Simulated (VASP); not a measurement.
Level of theory: revPBE GGA, VASP's PBE PAW potentials (set 64) (plane waves; VASP).

A VASP calculation is set up with these files.

KPOINTS:
```
Regular mesh
0
Gamma
7 7 7
```

### INCAR
```
ISMEAR=1   # Methfessel-Paxton
NSW=60
LASPH=T   # aspherical one-centre terms
PREC=Accurate
LMAXMIX=4   # l cut-off of mixed one-centre charges
ALGO=Normal   # blocked Davidson
EDIFFG=-0.02   # ionic stop
LCHARG=F
NELM=100   # most electronic steps
LWAVE=F
GGA=RE
ENCUT=520
SIGMA=0.1   # width (eV)
ISIF=3
LREAL=F
IBRION=2   # conjugate gradients
SYSTEM=Al3Sc
EDIFF=1E-6   # SCF stop (eV)
```

POSCAR:
```
Al3Sc
1
    4.1357542672    -0.0000000000     0.0000000000
   -0.0000000000     4.1357542672    -0.0000000000
    0.0000000000    -0.0000000000     4.1357542672
Sc Al
1 3
Direct
  0.0000000000   0.0000000000   0.0000000000
  0.0000000000   0.5000000000   0.5000000000
  0.5000000000   0.0000000000   0.5000000000
  0.5000000000   0.5000000000   0.0000000000
```

POTCAR, in this order: Sc_sv Al (PBE.64 set). Program: vasp_std.

Output of the run:

File OSZICAR:
```
       N       E                     dE             d eps       ncg     rms          rms(c)
DAV:   1     0.119162088827E+03    0.11916E+03   -0.84794E+03   560   0.129E+03
DAV:   2    -0.103809195956E+02   -0.12954E+03   -0.12731E+03   560   0.369E+02
DAV:   3    -0.192928949958E+02   -0.89120E+01   -0.84447E+01   904   0.770E+01
DAV:   4    -0.194387422617E+02   -0.14585E+00   -0.14571E+00   800   0.105E+01
DAV:   5    -0.194410956834E+02   -0.23534E-02   -0.23531E-02   808   0.140E+00    0.857E+00
DAV:   6    -0.184805054567E+02    0.96059E+00   -0.50389E+00   934   0.257E+01    0.318E+00
DAV:   7    -0.184371594691E+02    0.43346E-01   -0.97148E-02   706   0.285E+00    0.180E+00
DAV:   8    -0.184152915696E+02    0.21868E-01   -0.37915E-02   874   0.195E+00    0.255E-01
DAV:   9    -0.184149991435E+02    0.29243E-03   -0.26078E-03   734   0.586E-01    0.954E-02
DAV:  10    -0.184149660055E+02    0.33138E-04   -0.15810E-04   926   0.155E-01    0.744E-02
DAV:  11    -0.184149619402E+02    0.40653E-05   -0.26590E-05   692   0.348E-02    0.531E-02
DAV:  12    -0.184149564279E+02    0.55124E-05   -0.38990E-05   938   0.727E-02    0.322E-03
DAV:  13    -0.184149562800E+02    0.14784E-06   -0.10598E-06   484   0.126E-02
   1 F= -.18414956E+02 E0= -.18414473E+02  d E =-.184150E+02
       N       E                     dE             d eps       ncg     rms          rms(c)
DAV:   1    -0.184220961228E+02   -0.71397E-02   -0.18265E-01   692   0.666E+00    0.633E-01
DAV:   2    -0.184160725113E+02    0.60236E-02   -0.43041E-02   862   0.274E+00    0.126E-01
DAV:   3    -0.184155748576E+02    0.49765E-03   -0.18223E-03   864   0.359E-01    0.801E-02
DAV:   4    -0.184154350706E+02    0.13979E-03   -0.39051E-04   726   0.226E-01    0.308E-02
DAV:   5    -0.184154377839E+02   -0.27133E-05   -0.19580E-05   702   0.469E-02    0.671E-03
DAV:   6    -0.184154383183E+02   -0.53442E-06   -0.15421E-06   512   0.103E-02
   2 F= -.18415438E+02 E0= -.18414950E+02  d E =-.482038E-03
```

**OUTCAR**
```
------------------------ aborting loop because EDIFF is reached ----------------------------------------
  FORCE on cell =-STRESS in cart. coord.  units (eV):
  Direction    XX          YY          ZZ          XY          YZ          ZX
  --------------------------------------------------------------------------------------
  Total        0.0695866      0.0695866      0.0695866      0.0000000      0.0000000     -0.0000000
  in kB        1.5875112      1.5875112      1.5875112      0.0000000      0.0000000     -0.0000000
  external PRESSURE =       1.5875112 kB  Pullay stress =       0.0000000 kB
  volume of cell :       70.23
      direct lattice vectors                 reciprocal lattice vectors
     4.125784801  0.000000000 -0.000000000     0.242378129  0.000000000  0.000000000
     0.000000000  4.125784801  0.000000000    -0.000000000  0.242378129 -0.000000000
    -0.000000000  0.000000000  4.125784801     0.000000000  0.000000000  0.242378129
 POSITION                                       TOTAL-FORCE (eV/Angst)
 -----------------------------------------------------------------------------------
      0.00000      0.00000      0.00000        -0.000000      0.000000      0.000000
     -0.00000      2.06289      2.06289         0.000000     -0.000000      0.000000
      2.06289      0.00000      2.06289         0.000000     -0.000000      0.000000
      2.06289      2.06289     -0.00000         0.000000     -0.000000      0.000000
 -----------------------------------------------------------------------------------
    total drift:                                0.000000      0.000000      0.000000
  FREE ENERGIE OF THE ION-ELECTRON SYSTEM (eV)
  ---------------------------------------------------
  free  energy   TOTEN  =       -18.4154383183 eV

  energy  without entropy=      -18.4139732468  energy(sigma->0) =      -18.41494996

 reached required accuracy - stopping structural energy minimisation
```
(Selected blocks of OUTCAR.)

CONTCAR:
```
Al3Sc
   1.00000000000000
     4.1257848009864517    0.0000000000000000   -0.0000000000000000
     0.0000000000000000    4.1257848009864517    0.0000000000000000
    -0.0000000000000000    0.0000000000000000    4.1257848009864517
  Sc              Al
     1     3
Direct
     0.0000000000000000    0.0000000000000000    0.0000000000000000
     0.0000000000000000    0.5000000000000000    0.5000000000000000
     0.5000000000000000    0.0000000000000000    0.5000000000000000
     0.5000000000000000    0.5000000000000000    0.0000000000000000
```

The compound is Al3Sc in the L1_2 structure. This run relaxes it. Symmetry was kept, so distortions that lower it aren't found. The start is the result of an earlier pass.
